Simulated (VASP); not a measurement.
Input:

```yaml
crystal:
  lattice:
    - [1.99780, -3.46029, 0.00000]
    - [1.99780, 3.46029, 0.00000]
    - [0.00000, 0.00000, 5.20359]
  atoms:
    - { symbol: Ni, position: [0.00000, 0.00000, 0.50000] }
    - { symbol: Ni, position: [0.00000, 0.00000, 0.00000] }
    - { symbol: Sb, position: [0.33333, 0.66667, 0.25000] }
    - { symbol: Sb, position: [0.66667, 0.33333, 0.75000] }
```

Calculation: revPBE GGA, VASP's PBE PAW potentials (set 64) (plane waves; VASP). Run with 520 eV cut-off, 10×10×7 Γ-centred mesh, tetrahedra with Blöchl corrections, potentials Ni Sb.

Unless said otherwise, spin-orbit coupling is left out, though it shifts the bands of the heavy elements here.

Q: What does the run give for the energy per atom (σ→0), band gap (on the k-mesh) with the smallest direct gap where there is one?

A: 
The band gap (on the k-mesh) comes out as none (metal, semimetal or under 0.01 eV). The energy per atom (σ→0) comes out as -4.702 eV/atom.

The compound is NiSb in the NiAs type structure. It was relaxed first. The run is not spin-polarised, so no magnetic state was tried.
